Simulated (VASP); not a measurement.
Energy against volume of Nb (bcc). Method: PW91 GGA, VASP's PBE PAW potentials (set 64) (plane waves; VASP 6.6.1). Settings: 520 eV cut-off, 15×15×15 Γ-centred mesh, first-order Methfessel-Paxton smearing of 0.10 eV, potentials Nb_sv.

| V (Å³/atom) | E (eV/atom) |
|---|---|
| 17.590 | -10.16896 |
| 18.134 | -10.17909 |
| 18.678 | -10.17121 |
| 19.222 | -10.14797 |

Task: Fit these four points and predict the energy of the run at 17.046 Å³/atom.

Result: A cubic in V^(−2/3), the third-order Birch-Murnaghan form, passes through the four points with V0 = 18.15 Å³/atom and B0 = 176 GPa, and gives -10.1377 eV/atom there. The run gave -10.1381 eV/atom, -0.5 meV/atom from the fit; all five points give B0 = 175 GPa.

The compound is Nb in the bcc structure. It was relaxed first.
